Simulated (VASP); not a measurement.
# Ta2Si under strain, part 3 of 4

Aim: follow the pressure of Ta2Si through compression, expansion and shear. All runs use PBEsol. Left out of this account: 1 further run (fields: a reference on another mesh). The start is a computed cell from the Materials Project.

VASP 6.6.1; PBEsol; plane waves and PAW (Ta_pv, Si).

Still holding for the runs below: Spin-orbit coupling is off here; with elements this heavy it splits and shifts levels by tenths of an eV or more.

So far, pressure (GPa): step 2 (bands, cell as listed) -2.89; step 3 (cell volume +4.0 %) -10.8; step 4 (cell volume +8.0 %) -17.2.

### 5. Bands, sheared, principal strains -2.4, -0.4, +2.8 %

The cell is sheared at fixed volume, which lowers its symmetry.

Contents of INCAR:

```
SYSTEM = Ta2Si
PREC = Accurate
ENCUT = 400
EDIFF = 1E-06
NELM = 100
ISMEAR = -1
SIGMA = 0.05
LREAL = .FALSE.
ALGO = Normal
GGA = PS
NBANDS = 42
LASPH = .TRUE.
LORBIT = 11
LWAVE = .FALSE.
LCHARG = .FALSE.
KPAR = 4
```

Contents of POSCAR:

```
Ta2Si
1.0
   -2.9925590000      3.0963140000      2.5354030000
    3.0849440000     -3.0616830000      2.6060660000
    2.9948060000      3.0639290000     -2.4930300000
Ta Si
4 2
Direct
    0.6635932100      0.8364067900      0.5000000000
    0.8364067900      0.3364067900      0.1728135800
    0.3364067900      0.1635932100      0.5000000000
    0.1635932100      0.6635932100      0.8271864200
    0.2500000000      0.2500000000      0.0000000000
    0.7500000000      0.7500000000      0.0000000000
```

Contents of KPOINTS:

```
Automatic mesh
0
Gamma
8 8 8
0 0 0
```

Contents of KPOINTS_OPT:

```
Line mode
16
Line-mode
Reciprocal
  0.00000000   0.00000000   0.50000000 X
  0.00000000   0.00000000   0.00000000 GAMMA

  0.00000000   0.00000000   0.00000000 GAMMA
 -0.50000000   0.00000000   0.00000000 Y

 -0.50000000   0.00000000   0.50000000 L
  0.00000000   0.00000000   0.00000000 GAMMA

  0.00000000   0.00000000   0.00000000 GAMMA
  0.50000000  -0.50000000   0.00000000 Z

  0.50000000  -0.50000000   0.50000000 N
  0.00000000   0.00000000   0.00000000 GAMMA

  0.00000000   0.00000000   0.00000000 GAMMA
  0.00000000  -0.50000000   0.00000000 M

  0.00000000  -0.50000000   0.50000000 R
  0.00000000   0.00000000   0.00000000 GAMMA
```

Potentials, in the order of the species: Ta_pv and Si (PBE family, release 64).

The run is started by

```sh
> mpirun -np 4 vasp_std
```

What it wrote:

```text
[... set-up lines as in an earlier step ...]
 entering main loop
       N       E                     dE             d eps       ncg     rms          rms(c)
DAV:   1     0.408045418193E+03    0.40805E+03   -0.23116E+04 21856   0.103E+03
DAV:   2    -0.508077458720E+02   -0.45885E+03   -0.44239E+03 24304   0.338E+02
DAV:   3    -0.685612214553E+02   -0.17753E+02   -0.17362E+02 27788   0.642E+01
DAV:   4    -0.688004061422E+02   -0.23918E+00   -0.23815E+00 26132   0.738E+00
DAV:   5    -0.688032399624E+02   -0.28338E-02   -0.28324E-02 27306   0.812E-01    0.316E+01
DAV:   6    -0.656912650965E+02    0.31120E+01   -0.58042E+00 26032   0.119E+01    0.142E+01
DAV:   7    -0.652516439277E+02    0.43962E+00   -0.15803E+00 27756   0.582E+00    0.314E+00
DAV:   8    -0.652174371565E+02    0.34207E-01   -0.49812E-02 25762   0.886E-01    0.779E-01
DAV:   9    -0.652139406402E+02    0.34965E-02   -0.70600E-03 26788   0.360E-01    0.221E-01
DAV:  10    -0.652138096070E+02    0.13103E-03   -0.53798E-04 26610   0.141E-01    0.957E-02
DAV:  11    -0.652138120421E+02   -0.24351E-05   -0.12467E-04 27550   0.934E-02    0.364E-02
DAV:  12    -0.652138024173E+02    0.96249E-05   -0.37679E-05 26908   0.513E-02    0.175E-02
DAV:  13    -0.652138012479E+02    0.11694E-05   -0.36836E-06 22214   0.103E-02    0.329E-03
DAV:  14    -0.652138014096E+02   -0.16176E-06   -0.64600E-07 12416   0.533E-03
   1 F= -.65213801E+02 E0= -.65200294E+02  d E =-.270143E-01
 Start KPOINTS_OPT (optional k-point list driver)
k-point batch [1-112\112]
       N       E                     dE             ncg
DAV:   1     0.917131189057E+04   -0.75488E+05     9424
DAV:   2    -0.425909780009E+05   -0.51762E+05    10476
DAV:   3    -0.446546999151E+05   -0.20637E+04    12016
DAV:   4    -0.446838361795E+05   -0.29136E+02    11248
DAV:   5    -0.446842363274E+05   -0.40015E+00    11864
DAV:   6    -0.446842441564E+05   -0.78290E-02    11298
DAV:   7    -0.446842443601E+05   -0.20369E-03    11914
DAV:   8    -0.446842443654E+05   -0.52971E-05     8294
DAV:   9    -0.446842443661E+05   -0.70115E-06     7378
```

Run time: 2.7 min. Hardware: 4 MPI ranks of Intel Xeon 6975P-C (Granite Rapids), shared host; peak memory 3.6 GiB; 10 min of CPU time.

Parts of OUTCAR (step 5):

```text
   k-points           NKPTS =    260   k-points in BZ     NKDIM =    260   number of bands    NBANDS=     42

   ENCUT  =  400.0 eV  29.40 Ry    5.42 a.u.   8.15  8.26  8.08*2*pi/ulx,y,z

   NELECT =      52.0000    total number of electrons

 E-fermi :   7.3797

 k-point     1 :       0.0000    0.0000    0.0000
  band No.  band energies     occupation
    ...
     21       4.7766      2.00000
     22       4.9322      2.00000
     23       5.0563      2.00000
     24       5.4876      2.00000
     25       7.3529      1.26226
     26       7.6158      0.01766
     27       8.2272      0.00000
     28       8.8596      0.00000
     29       8.9103      0.00000
     30       8.9166      0.00000
    ...

  Total        0.3615820     -1.8912037     -2.8492102      0.0469655     -1.1917881     -3.3418596
  in kB        6.0192430    -31.4828011    -47.4307003      0.7818331    -19.8396535    -55.6318169
  external PRESSURE =     -24.2980862 kB  Pullay stress =       0.0000000 kB

 POSITION                                       TOTAL-FORCE (eV/Angst)
 -----------------------------------------------------------------------------------
      2.09183      1.02584      2.61569         0.144996      0.093245     -0.109800
     -0.94766      2.08930      2.56650         0.140457     -0.090427     -0.206411
      0.99536      2.07272      0.03275        -0.144996     -0.093245      0.109800
      4.03485      1.00926      0.08194        -0.140457      0.090427      0.206411
      0.02310      0.00866      1.28537         0.025457     -0.028439     -0.000250
      0.06929      0.02597      3.85610        -0.025457      0.028439      0.000250
 -----------------------------------------------------------------------------------
    total drift:                               -0.000000     -0.000000      0.000000

  FREE ENERGIE OF THE ION-ELECTRON SYSTEM (eV)
  ---------------------------------------------------
  free  energy   TOTEN  =       -65.2138014096 eV

  energy  without entropy=      -65.1867870642  energy(sigma->0) =      -65.20029424

[... 15 further parts left out ...]
```

The path and its labels are those of the sheared lattice, so a letter need not mean the same point as in the unstrained cell.

This step gave:

| Property | Result |
| --- | --- |
| SCF cycles | 14 |
| irreducible k-points | 260 |
| symmetry operations | 2 |
| free energy (TOTEN) | -65.2138 eV |
| energy at zero smearing | -65.2003 eV |
| Fermi energy | 7.380 eV |
| pressure | -2.430 GPa |

Electronic bands along the path, in eV, zero at the Fermi level; # counts the bands kept, so #1 is VASP's band 14:

| point | #10 | #11 | #12 | #13 | #14 | #15 | #16 | #17 |
| --- | --- | --- | --- | --- | --- | --- | --- | --- |
| X | -1.97 | -1.31 | -0.26 | -0.02 | 0.21 | 0.68 | 1.29 | 1.72 |
| 0.47 of the way | -2.19 | -2.16 | -0.07 | 0.19 | 0.41 | 0.51 | 0.69 | 2.48 |
| Γ | -2.32 | -1.89 | -0.03 | 0.24 | 0.85 | 1.48 | 1.53 | 1.54 |
| 0.53 of the way | -2.15 | -1.19 | -0.81 | -0.71 | 0.31 | 1.36 | 1.77 | 2.18 |
| Y | -1.91 | -1.88 | -1.07 | -0.94 | 0.59 | 0.65 | 1.83 | 2.02 |
| jump to L | -1.86 | -1.86 | -1.07 | -1.02 | 0.82 | 0.83 | 1.75 | 1.81 |
| 0.47 of the way | -2.14 | -1.27 | -0.83 | -0.64 | 0.40 | 1.09 | 1.66 | 2.29 |
| Γ | -2.32 | -1.89 | -0.03 | 0.24 | 0.85 | 1.48 | 1.53 | 1.54 |
| 0.47 of the way | -2.28 | -2.18 | -0.13 | 0.11 | 0.49 | 0.68 | 0.75 | 2.33 |
| Z | -1.96 | -1.30 | -0.26 | -0.14 | 0.31 | 0.70 | 1.31 | 1.71 |
| jump to N | -1.10 | -0.93 | -0.91 | -0.84 | -0.14 | 0.24 | 0.74 | 0.85 |
| 0.47 of the way | -2.07 | -1.99 | -0.37 | -0.30 | 0.42 | 0.49 | 0.75 | 2.33 |
| Γ | -2.32 | -1.89 | -0.03 | 0.24 | 0.85 | 1.48 | 1.53 | 1.54 |
| 0.53 of the way | -2.18 | -1.19 | -0.89 | -0.71 | 0.28 | 1.45 | 1.79 | 2.24 |
| M | -1.98 | -1.97 | -0.97 | -0.92 | 0.55 | 0.57 | 1.94 | 2.03 |
| jump to R | -1.88 | -1.84 | -1.11 | -0.97 | 0.70 | 0.74 | 1.76 | 1.92 |
| 0.47 of the way | -2.14 | -1.21 | -0.79 | -0.69 | 0.35 | 1.23 | 1.72 | 2.20 |
| Γ | -2.32 | -1.89 | -0.03 | 0.24 | 0.85 | 1.48 | 1.53 | 1.54 |

Of the projections kept (Ta, Si), the largest for each band there; the rest of the weight can lie on other orbitals:

| point | #10 | #11 | #12 | #13 | #14 | #15 | #16 | #17 |
| --- | --- | --- | --- | --- | --- | --- | --- | --- |
| X | Ta 1.00 | Ta 0.90 | Ta 0.97 | Ta 1.00 | Ta 1.00 | Ta 1.00 | Ta 0.99 | Ta 1.00 |
| Γ | Ta 0.97 | Ta 0.99 | Ta 1.00 | Ta 1.00 | Ta 1.00 | Ta 1.00 | Ta 0.97 | Ta 1.00 |
| Y | Ta 0.90 | Ta 0.92 | Ta 0.94 | Ta 0.94 | Ta 0.93 | Ta 0.95 | Ta 0.99 | Ta 0.98 |
| L | Ta 0.92 | Ta 0.91 | Ta 0.94 | Ta 0.94 | Ta 0.95 | Ta 0.96 | Ta 0.99 | Ta 0.99 |
| Γ | Ta 0.97 | Ta 0.99 | Ta 1.00 | Ta 1.00 | Ta 1.00 | Ta 1.00 | Ta 0.97 | Ta 1.00 |
| Z | Ta 1.00 | Ta 0.90 | Ta 0.97 | Ta 1.00 | Ta 1.00 | Ta 1.00 | Ta 0.99 | Ta 1.00 |

Force by atom:

| atom | x (eV/Å) | y (eV/Å) | z (eV/Å) | size |
| --- | --- | --- | --- | --- |
| Ta1 | 0.145 | 0.093 | -0.110 | 0.204 |
| Ta2 | 0.140 | -0.090 | -0.206 | 0.266 |
| Ta3 | -0.145 | -0.093 | 0.110 | 0.204 |
| Ta4 | -0.140 | 0.090 | 0.206 | 0.266 |
| Si5 | 0.025 | -0.028 | 0.000 | 0.038 |
| Si6 | -0.025 | 0.028 | 0.000 | 0.038 |

 The pressure is -2.43 GPa, and the symmetry operations fall from 16 to 2.

### 6. Bands, volume times 0.96

The cell is compressed evenly, with fractional positions held.

INCAR is that of step 5.

POSCAR, as its differences from that of step 5:

```diff
@@ -2,5 +2,5 @@
 1.0
-   -2.9925590000      3.0963140000      2.5354030000
-    3.0849440000     -3.0616830000      2.6060660000
-    2.9948060000      3.0639290000     -2.4930300000
+   -3.0460313024      3.0460313024      2.4895337785
+    3.0460313024     -3.0460313024      2.4895337785
+    3.0460313024      3.0460313024     -2.4895337785
 Ta Si
```

KPOINTS is that of step 5.

Contents of KPOINTS_OPT:

```
Line mode
16
Line-mode
Reciprocal
  0.00000000   0.00000000   0.00000000 GAMMA
  0.00000000   0.00000000   0.50000000 X

  0.00000000   0.00000000   0.50000000 X
 -0.50000000   0.50000000   0.50000000 M

 -0.50000000   0.50000000   0.50000000 M
  0.00000000   0.00000000   0.00000000 GAMMA

  0.00000000   0.00000000   0.00000000 GAMMA
  0.41699649   0.41699649  -0.41699649 Z

  0.41699649   0.41699649  -0.41699649 Z
  0.25000000   0.25000000   0.25000000 P

  0.25000000   0.25000000   0.25000000 P
  0.00000000   0.50000000   0.00000000 N

  0.00000000   0.50000000   0.00000000 N
 -0.41699649   0.58300351   0.41699649 Z1

 -0.41699649   0.58300351   0.41699649 Z1
 -0.50000000   0.50000000   0.50000000 M

  0.00000000   0.00000000   0.50000000 X
  0.25000000   0.25000000   0.25000000 P
```

The run is started by

```sh
> mpirun -np 4 vasp_std
```

What it wrote:

```text
[... set-up lines as in an earlier step ...]
 entering main loop
       N       E                     dE             d eps       ncg     rms          rms(c)
DAV:   1     0.413897584908E+03    0.41390E+03   -0.23100E+04  4956   0.103E+03
DAV:   2    -0.502531771655E+02   -0.46415E+03   -0.44758E+03  5524   0.341E+02
DAV:   3    -0.685189647906E+02   -0.18266E+02   -0.17873E+02  6266   0.656E+01
DAV:   4    -0.687548651325E+02   -0.23590E+00   -0.23511E+00  5896   0.744E+00
DAV:   5    -0.687575900281E+02   -0.27249E-02   -0.27237E-02  6208   0.801E-01    0.339E+01
DAV:   6    -0.657367795788E+02    0.30208E+01   -0.55084E+00  5906   0.118E+01    0.155E+01
DAV:   7    -0.652959084592E+02    0.44087E+00   -0.15533E+00  6240   0.587E+00    0.331E+00
DAV:   8    -0.652621905139E+02    0.33718E-01   -0.47977E-02  5816   0.882E-01    0.793E-01
DAV:   9    -0.652588883692E+02    0.33021E-02   -0.69288E-03  6038   0.358E-01    0.219E-01
DAV:  10    -0.652587527938E+02    0.13558E-03   -0.49637E-04  5940   0.126E-01    0.970E-02
DAV:  11    -0.652587532207E+02   -0.42696E-06   -0.43986E-05  6142   0.347E-02    0.306E-02
DAV:  12    -0.652587512888E+02    0.19319E-05   -0.34804E-06  5152   0.104E-02    0.408E-03
DAV:  13    -0.652587515651E+02   -0.27628E-06   -0.77468E-07  3038   0.512E-03
   1 F= -.65258752E+02 E0= -.65244927E+02  d E =-.276498E-01
 Start KPOINTS_OPT (optional k-point list driver)
k-point batch [1-59\144]
       N       E                     dE             ncg
DAV:   1    -0.231255468785E+04   -0.48134E+05     4956
DAV:   2    -0.297842433504E+05   -0.27472E+05     5524
DAV:   3    -0.308682878493E+05   -0.10840E+04     6254
DAV:   4    -0.308831457148E+05   -0.14858E+02     5848
DAV:   5    -0.308833423513E+05   -0.19664E+00     6254
DAV:   6    -0.308833460014E+05   -0.36501E-02     5920
DAV:   7    -0.308833460998E+05   -0.98327E-04     6312
DAV:   8    -0.308833461024E+05   -0.25980E-05     4172
DAV:   9    -0.308833461027E+05   -0.32374E-06     3816
[...]
k-point batch [119-144\144]
       N       E                     dE             ncg
DAV:   1     0.420798152661E+05   -0.34251E+05     2192
DAV:   2     0.299973381097E+05   -0.12082E+05     2448
DAV:   3     0.295276199251E+05   -0.46972E+03     2758
DAV:   4     0.295212504587E+05   -0.63695E+01     2542
DAV:   5     0.295211671638E+05   -0.83295E-01     2760
DAV:   6     0.295211654255E+05   -0.17384E-02     2610
DAV:   7     0.295211653792E+05   -0.46236E-04     2768
DAV:   8     0.295211653780E+05   -0.12124E-05     1906
DAV:   9     0.295211653779E+05   -0.15097E-06     1664
```

Run time: 57 s. Hardware: 4 MPI ranks; peak memory 1.3 GiB.

OUTCAR, selected parts (step 6):

```text
   ENCUT  =  400.0 eV  29.40 Ry    5.42 a.u.   8.11  8.11  8.11*2*pi/ulx,y,z

   NELECT =      52.0000    total number of electrons

 E-fermi :   7.8072

 k-point     1 :       0.0000    0.0000    0.0000
  band No.  band energies     occupation
    ...
     20       5.1950      2.00000
     21       5.2331      2.00000
     22       5.2710      2.00000
     23       5.2710      2.00000
     24       5.7498      2.00000
     25       7.9369      0.13900
     26       8.0409      0.01850
     27       8.7916      0.00000
     28       9.1566      0.00000
     29       9.1566      0.00000
    ...

  Total        3.7672048      3.7672048      4.2598323      0.0000000     -0.0000000      0.0000000
  in kB       65.3255508     65.3255508     73.8680013      0.0000000     -0.0000000      0.0000000
  external PRESSURE =      68.1730343 kB  Pullay stress =       0.0000000 kB

 POSITION                                       TOTAL-FORCE (eV/Angst)
 -----------------------------------------------------------------------------------
      2.04941      0.99662      2.48953         0.108360     -0.108360     -0.000000
     -0.99662      2.04941      2.48953         0.108360      0.108360     -0.000000
      0.99662      2.04941      0.00000        -0.108360      0.108360     -0.000000
      4.04265      0.99662      0.00000        -0.108360     -0.108360      0.000000
      0.00000      0.00000      1.24477         0.000000      0.000000     -0.000000
      0.00000      0.00000      3.73430         0.000000     -0.000000     -0.000000
 -----------------------------------------------------------------------------------
    total drift:                               -0.000000     -0.000000      0.000000

  FREE ENERGIE OF THE ION-ELECTRON SYSTEM (eV)
  ---------------------------------------------------
  free  energy   TOTEN  =       -65.2587515651 eV

  energy  without entropy=      -65.2311017958  energy(sigma->0) =      -65.24492668

[... 3 parts as in an earlier step ...]

[... 13 further parts left out ...]
```

Numbers from this step:

```yaml
scf_cycles: 13
irreducible_k_points: 59
symmetry_operations: 16
free_energy_toten: -65.2588 eV
energy_at_zero_smearing: -65.2449 eV
fermi_energy: 7.807 eV
pressure: 6.817 GPa
```

Electronic bands along the path, in eV, zero at the Fermi level; # counts the bands kept, so #1 is VASP's band 14:

| point | #10 | #11 | #12 | #13 | #14 | #15 | #16 | #17 |
| --- | --- | --- | --- | --- | --- | --- | --- | --- |
| Γ | -2.54 | -2.06 | 0.13 | 0.23 | 0.98 | 1.35 | 1.35 | 1.62 |
| 0.47 of the way | -2.40 | -2.23 | -0.22 | 0.39 | 0.40 | 0.63 | 0.67 | 2.34 |
| X | -1.95 | -1.48 | -0.23 | 0.00 | 0.08 | 0.63 | 1.40 | 1.86 |
| 0.47 of the way | -1.86 | -1.57 | -0.58 | -0.03 | 0.00 | 0.15 | 1.34 | 2.29 |
| M | -1.09 | -1.08 | -1.08 | -1.04 | -0.30 | 0.20 | 0.74 | 0.74 |
| 0.47 of the way | -2.29 | -2.08 | -0.43 | -0.41 | 0.45 | 0.47 | 0.81 | 2.69 |
| Γ | -2.54 | -2.06 | 0.13 | 0.23 | 0.98 | 1.35 | 1.35 | 1.62 |
| 0.47 of the way | -2.09 | -1.44 | -0.99 | -0.91 | 0.64 | 0.85 | 0.85 | 1.94 |
| Z | -1.19 | -1.02 | -1.02 | -0.78 | -0.22 | 0.43 | 0.43 | 0.93 |
| 0.53 of the way | -1.93 | -1.82 | -1.60 | -0.43 | 0.75 | 0.77 | 1.50 | 1.82 |
| P | -2.01 | -2.01 | -1.12 | -1.12 | 0.78 | 0.78 | 1.87 | 1.87 |
| 0.47 of the way | -1.98 | -1.98 | -1.12 | -1.12 | 0.77 | 0.77 | 1.98 | 1.98 |
| N | -2.06 | -2.06 | -1.05 | -1.05 | 0.70 | 0.70 | 1.96 | 1.96 |
| 0.47 of the way | -1.74 | -1.72 | -1.45 | -0.06 | 0.40 | 0.44 | 1.10 | 1.57 |
| Z1 | -1.19 | -1.02 | -1.02 | -0.78 | -0.22 | 0.43 | 0.43 | 0.93 |
| 0.47 of the way | -1.38 | -1.06 | -1.06 | -0.63 | -0.52 | 0.49 | 0.64 | 0.64 |
| M | -1.09 | -1.08 | -1.08 | -1.04 | -0.30 | 0.20 | 0.74 | 0.74 |
| jump to X | -1.95 | -1.48 | -0.23 | 0.00 | 0.08 | 0.63 | 1.40 | 1.86 |
| 0.53 of the way | -2.12 | -1.33 | -1.32 | -0.32 | 0.06 | 0.98 | 1.74 | 2.59 |
| P | -2.01 | -2.01 | -1.12 | -1.12 | 0.78 | 0.78 | 1.87 | 1.87 |

Of the projections kept (Ta, Si), the largest for each band there; the rest of the weight can lie on other orbitals:

| point | #10 | #11 | #12 | #13 | #14 | #15 | #16 | #17 |
| --- | --- | --- | --- | --- | --- | --- | --- | --- |
| Γ | Ta 0.71 | Ta 1.00 | Ta 1.00 | Ta 1.00 | Ta 1.00 | Ta 1.00 | Ta 1.00 | Ta 0.96 |
| X | Ta 0.80 | Ta 0.90 | Ta 0.97 | Ta 1.00 | Ta 0.99 | Ta 1.00 | Ta 0.99 | Ta 1.00 |
| M | Ta 1.00 | Ta 0.96 | Ta 0.96 | Ta 1.00 | Ta 1.00 | Ta 1.00 | Ta 0.89 | Ta 0.89 |
| Γ | Ta 0.71 | Ta 1.00 | Ta 1.00 | Ta 1.00 | Ta 1.00 | Ta 1.00 | Ta 1.00 | Ta 0.96 |
| Z | Ta 0.99 | Ta 0.97 | Ta 0.97 | Ta 1.00 | Ta 1.00 | Ta 0.89 | Ta 0.89 | Ta 1.00 |
| P | Ta 0.98 | Ta 0.98 | Ta 0.91 | Ta 0.91 | Ta 0.90 | Ta 0.90 | Ta 0.99 | Ta 0.99 |

Force by atom:

| atom | x (eV/Å) | y (eV/Å) | z (eV/Å) | size |
| --- | --- | --- | --- | --- |
| Ta1 | 0.108 | -0.108 | 0.000 | 0.153 |
| Ta2 | 0.108 | 0.108 | 0.000 | 0.153 |
| Ta3 | -0.108 | 0.108 | 0.000 | 0.153 |
| Ta4 | -0.108 | -0.108 | 0.000 | 0.153 |
| Si5 | 0.000 | 0.000 | 0.000 | 0.000 |
| Si6 | 0.000 | 0.000 | 0.000 | 0.000 |

 The pressure is 6.82 GPa.

Between step 2 and this run (cell volume -4.0 %) the value for the pressure moves from -2.89 GPa to 6.82 GPa.

(Continued in part 4 of 4.)

[Lines on the potential files, build, host, timing and source positions are cut from VASP's logs without a mark.]

[Logs are printed without paths, hosts, clocks, repeated set-up lines and the standing remarks that a program may print on its own settings, such as how far it seeks lower states.]

[Hosts, paths, dates, database ids (printed as entryN), source tags and the programs' standing remarks are cut or masked in the printed files.]

[A measured line is paired with the nearest computed mode of its activity, which favours agreement.]
